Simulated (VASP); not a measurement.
Input:

```
Cu2O
1.0
    0.00000     2.53548     2.53548
    2.53548     0.00000     2.53548
    2.53548     2.53548     0.00000
O Cu
1 2
Cartesian
  0.00000   0.00000   0.00000
  1.26774   1.26774   1.26774
  3.80322   3.80322   3.80322
```

These are PBEsol GGA, VASP's PBE PAW potentials (set 64) (plane waves; VASP) values and carry that method's errors. Numerical set-up: 520 eV cut-off, 12×12×12 Γ-centred mesh, tetrahedra with Blöchl corrections, potentials O Cu.

Question: Estimate the energy per atom (σ→0), band gap (on the k-mesh) with the smallest direct gap where there is one.

Answer: 
band gap (on the k-mesh): none (metal, semimetal or under 0.01 eV)
energy per atom (σ→0): -4.499 eV/atom

Total energies compare only between runs with the same potentials, cut-off and functional.

The structure was generated: Cu2O was put into the fluorite type (Fm-3m), which need not be its known phase. It was relaxed first, which changed the volume by +37 %.
